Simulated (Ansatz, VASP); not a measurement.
# TiClO (TiClO monolayer) in two plane-wave programs

One calculation is typed for both programs; each brings its own data sets. How far apart do they land? The cell is taken from a series of runs on this material, whose earlier steps may have relaxed, scaled, displaced or heated it; both programs get it as it stands.

Main program and level: Ansatz 0.2.0; plane waves, with VASP 6.6.1 beside it; PBEsol, DFT+U.

## 1. The starting structure

The cell holds 6 atoms: 2 Ti, 2 Cl and 2 O. Its edges and angles: a = 3.380 Å, b = 3.790 Å, c = 20.139 Å, α = 90.0°, β = 90.0°, γ = 90.0°. It derives from TiClO. One layer cut from the bulk crystal, unrelaxed. Vacuum lies along c.

As a file:

```cif
data_structure
_symmetry_space_group_name_H-M 'P 1'
_symmetry_Int_Tables_number 1
_cell_length_a 3.3800
_cell_length_b 3.7900
_cell_length_c 20.1392
_cell_angle_alpha 90.000
_cell_angle_beta 90.000
_cell_angle_gamma 90.000
_cell_volume 257.99
loop_
_atom_site_label
_atom_site_type_symbol
_atom_site_fract_x
_atom_site_fract_y
_atom_site_fract_z
_atom_site_occupancy
Ti1 Ti 0.00000 0.50000 0.54864 1
Ti2 Ti 0.50000 0.00000 0.45136 1
Cl3 Cl 0.50000 0.50000 0.62759 1
Cl4 Cl 0.00000 0.00000 0.37241 1
O5 O 0.50000 0.50000 0.47408 1
O6 O 0.00000 0.00000 0.52592 1
```

## 2. Ansatz: single point, PBEsol, DFT+U, pair 1

Ansatz runs on its default PAW (the set named soft_2) files.

A single point takes one fixed geometry, so differences don't come from the geometry; what else differs is listed under the comparison.

File input.yaml:

```yaml
crystal:
  lattice:
    - [3.38, 0.0, 0.0]
    - [0.0, 3.79, 0.0]
    - [0.0, 0.0, 20.1392]
  atoms:
    - { symbol: Ti, position: [0.0, 0.5, 0.548644], spin: 1.0 }
    - { symbol: Ti, position: [0.5, 0.0, 0.451356], spin: 1.0 }
    - { symbol: Cl, position: [0.5, 0.5, 0.627592] }
    - { symbol: O, position: [0.5, 0.5, 0.474083] }
    - { symbol: O, position: [0.0, 0.0, 0.525917] }
    - { symbol: Cl, position: [0.0, 0.0, 0.372408] }
magnetization:
  spin_polarized: true
kpoints:
  mp_grid: { grid: [8, 7, 1] }
hamiltonian:
  xc: pbesol
  hubbard:
    sites: [{ species: Ti, l: d, u_eff: 3.3 }]
    projectors: ortho-atomic
scf:
  occupations: { method: fermi_dirac, width: 0.05 }
output:
  eigenvalues: true
```

The run is started by

```sh
ansatz run input.yaml --threads 4 --pin off --max-ram 8192MiB --backend cpu --events-out ev --progress --plain --runs-dir out
```

Numbers of over 12 decimals in the logs are rounded to 6 here.

Output:

```text
Engine: ansatz 0.2.0, aarch64-unknown-linux-gnu
Pseudopotentials: kind: paw
Pseudopotential: Ti, paw, valence charge 12, recommended cutoff 420 eV (normal), Ti.paw.azcp
Pseudopotential: Cl, paw, valence charge 7, recommended cutoff 420 eV (normal), Cl.paw.azcp
Pseudopotential: O, paw, valence charge 6, recommended cutoff 420 eV (normal), O.paw.azcp
Functional definition: PBEsol
  exchange = pbesol_x
  correlation = pbesol_c
Crystal: 6 atoms, lattice volume = 257.987 Å³
Basis set: ecut = 420 eV, 5069 PW (Γ)
Bands: 32, of which v1, the nominal top of the filled ones, is band 25 counted from 1 (24 counted from 0)
Symmetry: 8 space group operations
Space group: Pmmn (ITA 59), of the structure as read, at distance tolerance 6.4e-5 Å
Magnetic group: BNS 59.405 (UNI 503), of the structure as read, at distance tolerance 6.4e-5 Å
k-points: 20 of 56
Non-local potential: Ti, projectors of the file, l = 0: 3, l = 1: 2, l = 2: 3, l = 3: 1
Non-local potential: Cl, projectors of the file, l = 0: 2, l = 1: 2, l = 2: 2
Non-local potential: O, projectors of the file, l = 0: 2, l = 1: 2, l = 2: 1
PAW form: soft (Blöchl's): semilocal exchange-correlation on the pseudo side does not see the compensation charge
PAW frozen core: Ti, regenerated for the run's functional, and the local potential with it (the file was generated under x = pbe(κ = 0.804, μ = 0.219515), c = pbe(β = 0.066725))
PAW frozen core: Cl, regenerated for the run's functional, and the local potential with it (the file was generated under x = pbe(κ = 0.804, μ = 0.219515), c = pbe(β = 0.066725))
PAW frozen core: O, regenerated for the run's functional, and the local potential with it (the file was generated under x = pbe(κ = 0.804, μ = 0.219515), c = pbe(β = 0.066725))
PAW one-centre angular grid: Ti, 590 points (default); XC on 64 Gauss nodes
PAW one-centre angular grid: Cl, 110 points (default); XC on 64 Gauss nodes
PAW one-centre angular grid: O, 110 points (default); XC on 64 Gauss nodes
Initial density: superposition of atomic densities (neutral atoms: chi_scale 0, normalization atom)
Starting moments: Σ|m| = 2 μB on 2 of 6 sites
Initial wavefunctions: pseudopotential atomic-orbital guess
Functional: x = pbesol(κ = 0.804, μ = 0.123457), c = pbesol(β = 0.046)
SCF iter   1: F=—  HF=-8198.512112 eV  |F-HF|=—  |Δ(HF+E_count)|=         —  Δρ=4.14e-2 (↑4.14e-2 ↓3.81e-2)  dr2=1.81e1  dr2_m=1.52e-1  M=1.998 μB ∫|m|=2.084 μB  β_m=0.30  ethr=3.10e-3  ⟨swp⟩=8.2  Hψ=6128  notcnv=0
preconditioner: auto → none  [metal: Δε(μ)=0.008 eV  Ē_g=9.821 eV  σ=0.050 eV  W_gap=0.04  n_scr=40 (ndim 8)  ℏωp=12.7 eV  f_vac=0.602  D(μ)=2.98/eV (n_scr^D=8)  sad-step TF]
SCF iter   2: F=—  HF=-8194.840822 eV  |F-HF|=—  |Δ(HF+E_count)|=    3.67e0  Δρ=1.67e-2 (↑1.67e-2 ↓1.58e-2)  dr2=3.77e0  dr2_m=8.47e-2  M=2.000 μB ∫|m|=2.183 μB  β_m=0.30  ethr=3.10e-3  ⟨swp⟩=3.6  Hψ=3475  notcnv=0  defer=33
SCF iter   3: F=—  HF=-8194.236758 eV  |F-HF|=—  |Δ(HF+E_count)|=   6.04e-1  Δρ=1.36e-2 (↑1.36e-2 ↓9.49e-3)  dr2=4.49e-1  dr2_m=8.90e-2  M=2.000 μB ∫|m|=2.265 μB  β_m=1.00  ethr=3.10e-3  ⟨swp⟩=2.9  Hψ=2556  notcnv=0  defer=34
SCF iter   4: F=—  HF=-8194.505706 eV  |F-HF|=—  |Δ(HF+E_count)|=   2.69e-1  Δρ=1.05e-2 (↑1.05e-2 ↓4.93e-3)  dr2=2.14e-1  dr2_m=3.57e-2  M=2.000 μB ∫|m|=2.337 μB  β_m=1.00  ethr=8.97e-4  ⟨swp⟩=2.2  Hψ=2393  notcnv=0  defer=37
SCF iter   5: F=—  HF=-8194.803220 eV  |F-HF|=—  |Δ(HF+E_count)|=   2.98e-1  Δρ=6.32e-3 (↑6.32e-3 ↓2.02e-3)  dr2=6.23e-2  dr2_m=1.36e-2  M=2.000 μB ∫|m|=2.326 μB  β_m=1.00  ethr=4.29e-4  ⟨swp⟩=3.6  Hψ=2561  notcnv=0  defer=37
SCF iter   6: F=—  HF=-8195.071264 eV  |F-HF|=—  |Δ(HF+E_count)|=   2.68e-1  Δρ=2.07e-3 (↑2.07e-3 ↓1.38e-3)  dr2=1.67e-2  dr2_m=1.41e-3  M=2.000 μB ∫|m|=2.303 μB  β_m=0.30  ethr=1.25e-4  ⟨swp⟩=3.2  Hψ=2529  notcnv=0  defer=37
Mixer restart at iter 6: flushing history
spin-set hold released at iteration 6 (site moments contracting): the magnetisation degrees of freedom join the quasi-Newton model from the next iteration; the mixer history was flushed
SCF iter   7: F=—  HF=-8195.235864 eV  |F-HF|=—  |Δ(HF+E_count)|=   1.65e-1  Δρ=1.75e-3 (↑1.75e-3 ↓5.35e-4)  dr2=3.73e-3  dr2_m=1.43e-3  M=2.000 μB ∫|m|=2.272 μB  β_m=0.62  ethr=3.35e-5  ⟨swp⟩=2.5  Hψ=2203  notcnv=0  defer=37
SCF iter   8: F=—  HF=-8195.456805 eV  |F-HF|=—  |Δ(HF+E_count)|=   2.21e-1  Δρ=4.73e-3 (↑4.41e-3 ↓4.73e-3)  dr2=2.03e-1  dr2_m=4.78e-4  M=2.000 μB ∫|m|=2.219 μB  β_m=0.46  ethr=7.45e-6  ⟨swp⟩=3.1  Hψ=3479  notcnv=0  defer=55
SCF iter   9: F=—  HF=-8195.415247 eV  |F-HF|=—  |Δ(HF+E_count)|=   4.16e-2  Δρ=5.63e-4 (↑5.63e-4 ↓4.01e-4)  dr2=1.32e-4  dr2_m=5.03e-4  M=2.000 μB ∫|m|=2.197 μB  β_m=0.73  ethr=7.45e-6  ⟨swp⟩=3.0  Hψ=3396  notcnv=0  defer=75
[...]
SCF 1 converged in 17 iterations: F = -8195.416240 eV  dr2 = 4.91e-9
  greatest PAW one-centre occupation: 0.999 electrons in one spin orbital (limit 2), on the Ti atom at site 1 (counted from 0), in its partial waves of l = 0
Symmetry: 4 space group operations
Initial density: read from a saved state, or passed on in memory by an earlier SCF of this step, an earlier step, the calling program or the single point that the run made first
Starting moments: Σ|m| = 2 μB on 2 of 6 sites; this step starts from the density that it was given
Initial wavefunctions: those read from a saved state, or passed on in memory by an earlier step or the calling program
iter 1 solved again at ethr=9.78e-12 eV; its pass at ethr=2.00e-6 eV (dr2=4.89e-9 eV) is discarded
SCF iter   1: F=—  HF=-8195.416240 eV  |F-HF|=—  |Δ(HF+E_count)|=         —  Δρ=7.96e-7 (↑6.22e-7 ↓7.96e-7)  dr2=4.89e-9  dr2_m=5.55e-11  M=2.000 μB ∫|m|=2.176 μB  ethr=9.78e-12  ⟨swp⟩=1.0  Hψ=7396  notcnv=0
preconditioner: auto → Resta (q_TF=auto, 2.075 Å⁻¹)  ε∞=2.8  [insulator: Δε(μ)=1.910 eV  Ē_g=10.139 eV  σ=0.050 eV  W_gap=1.00  n_scr=40 (ndim 8)  ℏωp=13.5 eV  f_vac=0.615  D(μ)=0.00/eV (n_scr^D=0)  ε∞_Penn≈2.8  vacuum switching on, ρ_ref=7.5e-3 e/Å³]
spin=Collinear: Resta preconditioning applied to the charge; magnetization (m = ρ↑ − ρ↓) channel mixes plain (no charge-response kernel on spin).
SCF iter   2: F=—  HF=-8195.416241 eV  |F-HF|=—  |Δ(HF+E_count)|=   7.38e-7  Δρ=2.09e-5 (↑2.09e-5 ↓1.37e-5)  dr2=4.58e-6  dr2_m=6.00e-8  M=2.000 μB ∫|m|=2.176 μB  ethr=2.00e-6  ⟨swp⟩=1.0  Hψ=4691  notcnv=0
SCF iter   3: F=—  HF=-8195.416240 eV  |F-HF|=—  |Δ(HF+E_count)|=   7.81e-7  Δρ=2.27e-6 (↑1.78e-6 ↓2.27e-6)  dr2=7.44e-8  dr2_m=1.81e-9  M=2.000 μB ∫|m|=2.176 μB  ethr=2.00e-10  ⟨swp⟩=1.9  Hψ=2869  notcnv=0
SCF iter   4: F=-8195.416240 eV  HF=-8195.416240 eV  |F-HF|=6.55e-11  |Δ(HF+E_count)|=   4.16e-8  Δρ=8.52e-8 (↑8.52e-8 ↓8.48e-8)  dr2=8.58e-11  dr2_m=4.52e-12  M=2.000 μB ∫|m|=2.176 μB  ethr=1.68e-10  ⟨swp⟩=1.0  Hψ=2720  notcnv=0
an SCF along what the orbitals of the run's state read of its open shells (or to have them read: on a GPU, or by another smearing), with 4 of the crystal's symmetry operations given up, reached no lower state that the run goes on to. This is no proof of a minimum
k-points: 29 of 56
iter 1 solved again at ethr=9.78e-12 eV; its pass at ethr=2.00e-6 eV (dr2=4.89e-9 eV) is discarded
SCF iter   1: F=—  HF=-8195.416240 eV  |F-HF|=—  |Δ(HF+E_count)|=         —  Δρ=7.96e-7 (↑6.22e-7 ↓7.96e-7)  dr2=4.89e-9  dr2_m=5.55e-11  M=2.000 μB ∫|m|=2.176 μB  ethr=9.78e-12  ⟨swp⟩=1.0  Hψ=10791  notcnv=0
spin=Collinear: Resta preconditioning applied to the charge; magnetization (m = ρ↑ − ρ↓) channel mixes plain (no charge-response kernel on spin).
SCF iter   2: F=—  HF=-8195.416241 eV  |F-HF|=—  |Δ(HF+E_count)|=   7.54e-7  Δρ=2.11e-5 (↑2.11e-5 ↓1.33e-5)  dr2=4.67e-6  dr2_m=6.90e-8  M=2.000 μB ∫|m|=2.176 μB  ethr=2.00e-6  ⟨swp⟩=1.0  Hψ=6792  notcnv=0
SCF iter   3: F=—  HF=-8195.416240 eV  |F-HF|=—  |Δ(HF+E_count)|=   7.96e-7  Δρ=2.42e-6 (↑1.88e-6 ↓2.42e-6)  dr2=8.06e-8  dr2_m=1.90e-9  M=2.000 μB ∫|m|=2.176 μB  ethr=2.00e-10  ⟨swp⟩=2.0  Hψ=4299  notcnv=0
SCF iter   4: F=-8195.416240 eV  HF=-8195.416240 eV  |F-HF|=8.55e-11  |Δ(HF+E_count)|=   4.11e-8  Δρ=1.06e-7 (↑8.58e-8 ↓1.06e-7)  dr2=1.10e-10  dr2_m=4.69e-12  M=2.000 μB ∫|m|=2.176 μB  ethr=1.81e-10  ⟨swp⟩=1.0  Hψ=3944  notcnv=0
an SCF along what the orbitals of the run's state read of its open shells (or to have them read: on a GPU, or by another smearing), with 4 of the crystal's symmetry operations given up (29 k-points in place of 20), reached no lower state that the run goes on to. This is no proof of a minimum
SCF converged after 17 iterations
an eigenvalue changed by more than its tolerance at an iteration that met the thresholds in force, so the SCF went on 1 time: the last check found none over its tolerance
Magnetization: 2.0000 μB (26.0000 up, 24.0000 down)
Absolute magnetization: 2.1589 μB (∫|ρ↑−ρ↓|, with the PAW one-centre terms)
Spin contamination: 0.0065 ħ² per cell (⟨S²⟩ above its minimum at these occupations)
Per-site moments (μB) at R_I (Å): [(0.679172, 0.804165), (0.679172, 0.804165), (0.00156731, 0.957146), (-0.020464, 0.804165), (-0.020464, 0.804165), (0.00156731, 0.957146)]
Free energy (F): -8195.416240 eV
Harris-Foulkes:  -8195.416240 eV  (|F-HF|=4.41e-9)
Internal energy: -8195.416240 eV  (E = F + TS)
E sigma→0 (E₀):  -8195.416240 eV
Fermi energy:    -0.011935 eV
--- Per-component energies (eV) ---
  E_band       = -902.304454
  E_kinetic    = 1218.759286
  E_local      = -34432.954773  (includes V_loc(G=0)·N_el)
  E_nonlocal   = 171.850629
  E_hartree    = 16609.618231
  E_xc         = -552.454533
  E_vxc        = -674.522480  (∫ρ·V_xc dr)
  E_hubbard    = 3.868587  (on-site DFT+U / exact-exchange correction)
  E_vhub       = -0.194039  (the Hubbard potential's part of the band-sum identity)
  E_paw        = -3632.433299  (= ΣΔE_a)
  E_vpaw       = -404.486008  (= ΣTr[D̂ρ^β])
  E_aug_tail   = 0.005416  (compensation charges beyond the density's cutoff)
  E_ewald      = 12417.818007
  E_core_change = 0.506209  (= ΣΔE_core)
  E_smearing   = -0.000000  (= −TS)
  E_closure    = -0.000000  (closes the sum)
  Σ components = -8195.416240   (vs F -8195.416240, Δ=0.00e0)
--- Band table (eV; the first three rows and the last of 40) ---
  k-point 0 ↑: bands = [... 21 lower, -3.6882, -3.6244, -3.0209, -1.7291, -1.6987, 0.8916, 1.7028, 2.3930, ... 3 higher]
  k-point 1 ↑: bands = [... 21 lower, -3.7274, -3.3935, -3.2269, -1.7211, -1.6662, 1.2017, 1.7825, 1.9972, ... 3 higher]
  k-point 2 ↑: bands = [... 21 lower, -3.7216, -3.5835, -3.2467, -1.7815, -1.6730, 1.7941, 1.8302, 1.8339, ... 3 higher]
  k-point 19 ↓: bands = [... 21 lower, -4.2728, -3.7334, -3.7334, 2.0164, 2.0164, 2.7137, 2.7137, 3.6859, ... 3 higher]
Occupation matrices written to <dir>
```

(Part 1 of 3 ends here.)

[Lines on the potential files, build, host, timing and source positions are cut from VASP's logs without a mark.]

[Logs are printed without paths, hosts, clocks, repeated set-up lines and the standing remarks that a program may print on its own settings, such as how far it seeks lower states.]

[Hosts, paths, dates, database ids (printed as entryN), source tags and the programs' standing remarks are cut or masked in the printed files.]
